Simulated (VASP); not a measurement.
Input for VASP

### INCAR
```
SYSTEM  =  In2O3
PREC  =  Accurate; ENCUT  =  240; LREAL  =  Auto
LASPH  =  T
EDIFF  =  1E-6; NELM  =  100; ALGO  =  Normal
LMAXMIX  =  4
ISMEAR  =  -1; SIGMA  =  0.1
GGA  =  RE
IBRION  =  2; NSW  =  50; ISIF  =  3
EDIFFG  =  -0.01
LWAVE  =  F; LCHARG  =  F
```

**POSCAR**
```
In2O3
1.0
 -5.1262840000   5.1262840000   5.1262840000
  5.1262840000  -5.1262840000   5.1262840000
  5.1262840000   5.1262840000  -5.1262840000
In O
16 24
Cartesian
  2.5631420000   2.5631420000   2.5631420000
 -2.5631420000   2.5631420000   2.5631420000
  2.5631420000   2.5631420000  -2.5631420000
  2.5631420000  -2.5631420000   2.5631420000
  4.7828229720   0.0000000000   2.5631420000
  0.3434610280   0.0000000000   7.6894260000
  2.5631420000   4.7828229720  -0.0000000000
  7.6894260000   0.3434610280  -0.0000000000
  0.0000000000   2.5631420000   4.7828229720
  0.0000000000   7.6894260000   0.3434610280
  0.3434610280   5.1262840000   2.5631420000
  4.7828229720   5.1262840000  -2.5631420000
  2.5631420000   0.3434610280   5.1262840000
 -2.5631420000   4.7828229720   5.1262840000
  5.1262840000   2.5631420000   0.3434610280
  5.1262840000  -2.5631420000   4.7828229720
  4.0036278040   1.5676176472   3.9287840576
  6.2489401960   3.5586663528   3.9287840576
  1.1226561960   1.5676176472   6.3237839424
 -1.1226561960   3.5586663528   6.3237839424
  3.9287840576   4.0036278040   1.5676176472
  3.9287840576   6.2489401960   3.5586663528
  6.3237839424   1.1226561960   1.5676176472
  6.3237839424  -1.1226561960   3.5586663528
  1.5676176472   3.9287840576   4.0036278040
  3.5586663528   3.9287840576   6.2489401960
  1.5676176472   6.3237839424   1.1226561960
  3.5586663528   6.3237839424  -1.1226561960
  1.1226561960   3.5586663528   1.1974999424
 -1.1226561960   1.5676176472   1.1974999424
  4.0036278040   3.5586663528  -1.1974999424
  6.2489401960   1.5676176472  -1.1974999424
  1.1974999424   1.1226561960   3.5586663528
  1.1974999424  -1.1226561960   1.5676176472
 -1.1974999424   4.0036278040   3.5586663528
 -1.1974999424   6.2489401960   1.5676176472
  3.5586663528   1.1974999424   1.1226561960
  1.5676176472   1.1974999424  -1.1226561960
  3.5586663528  -1.1974999424   4.0036278040
  1.5676176472  -1.1974999424   6.2489401960
```

KPOINTS:
```
Automatic
0
G
 3 3 3
```

POTCAR, in this order: In_d O (PBE.64 set). Program: vasp_std.

Question: Write an equivalent input for Ansatz.

Answer: One equivalent input (not run):
Ansatz 0.2 input:
```yaml
crystal:
  lattice:
    - [-5.1262840, 5.1262840, 5.1262840]
    - [5.1262840, -5.1262840, 5.1262840]
    - [5.1262840, 5.1262840, -5.1262840]
  atoms:
    - { symbol: In, position: [0.5000000, 0.5000000, 0.5000000] }
    - { symbol: In, position: [0.5000000, 0.0000000, 0.0000000] }
    - { symbol: In, position: [0.0000000, 0.0000000, 0.5000000] }
    - { symbol: In, position: [0.0000000, 0.5000000, 0.0000000] }
    - { symbol: In, position: [0.2500000, 0.7165000, 0.4665000] }
    - { symbol: In, position: [0.7500000, 0.7835000, 0.0335000] }
    - { symbol: In, position: [0.4665000, 0.2500000, 0.7165000] }
    - { symbol: In, position: [0.0335000, 0.7500000, 0.7835000] }
    - { symbol: In, position: [0.7165000, 0.4665000, 0.2500000] }
    - { symbol: In, position: [0.7835000, 0.0335000, 0.7500000] }
    - { symbol: In, position: [0.7500000, 0.2835000, 0.5335000] }
    - { symbol: In, position: [0.2500000, 0.2165000, 0.9665000] }
    - { symbol: In, position: [0.5335000, 0.7500000, 0.2835000] }
    - { symbol: In, position: [0.9665000, 0.2500000, 0.2165000] }
    - { symbol: In, position: [0.2835000, 0.5335000, 0.7500000] }
    - { symbol: In, position: [0.2165000, 0.9665000, 0.2500000] }
    - { symbol: O, position: [0.5361000, 0.7737000, 0.5434000] }
    - { symbol: O, position: [0.7303000, 0.9927000, 0.9566000] }
    - { symbol: O, position: [0.7697000, 0.7263000, 0.2624000] }
    - { symbol: O, position: [0.9639000, 0.5073000, 0.2376000] }
    - { symbol: O, position: [0.5434000, 0.5361000, 0.7737000] }
    - { symbol: O, position: [0.9566000, 0.7303000, 0.9927000] }
    - { symbol: O, position: [0.2624000, 0.7697000, 0.7263000] }
    - { symbol: O, position: [0.2376000, 0.9639000, 0.5073000] }
    - { symbol: O, position: [0.7737000, 0.5434000, 0.5361000] }
    - { symbol: O, position: [0.9927000, 0.9566000, 0.7303000] }
    - { symbol: O, position: [0.7263000, 0.2624000, 0.7697000] }
    - { symbol: O, position: [0.5073000, 0.2376000, 0.9639000] }
    - { symbol: O, position: [0.4639000, 0.2263000, 0.4566000] }
    - { symbol: O, position: [0.2697000, 0.0073000, 0.0434000] }
    - { symbol: O, position: [0.2303000, 0.2737000, 0.7376000] }
    - { symbol: O, position: [0.0361000, 0.4927000, 0.7624000] }
    - { symbol: O, position: [0.4566000, 0.4639000, 0.2263000] }
    - { symbol: O, position: [0.0434000, 0.2697000, 0.0073000] }
    - { symbol: O, position: [0.7376000, 0.2303000, 0.2737000] }
    - { symbol: O, position: [0.7624000, 0.0361000, 0.4927000] }
    - { symbol: O, position: [0.2263000, 0.4566000, 0.4639000] }
    - { symbol: O, position: [0.0073000, 0.0434000, 0.2697000] }
    - { symbol: O, position: [0.2737000, 0.7376000, 0.2303000] }
    - { symbol: O, position: [0.4927000, 0.7624000, 0.0361000] }
kpoints:
  mp_grid: { grid: [3, 3, 3] }
hamiltonian:
  xc: revpbe
  pseudopotentials: { kind: paw }
scf:
  occupations: { method: fermi_dirac, width: 0.1 }
  max_iter: 100
relax:
  max_steps: 50
  f_tol: 0.01
  cell: {}
output: { forces: true, stress: true, eigenvalues: true }
```
The two are equivalent in intent, not identical: each code has its own PAW files, so the cut-off isn't converted (ENCUT is set for VASP's; basis.ecutwfc is left out, and Ansatz then takes the one that its files recommend); Ansatz stops its SCF on the density residual and VASP on the energy change (EDIFF).

The structure was generated: In2O3 was put into an ordered model structure, a phase also known from measurement. This run relaxes it. Symmetry was kept, so distortions that lower it aren't found. The run is one of a series of settings (EDIFFG = -0.01, ENCUT = 240, IBRION = 2, ISIF = 3, NSW = 50 against the base run), some of them coarse on purpose.
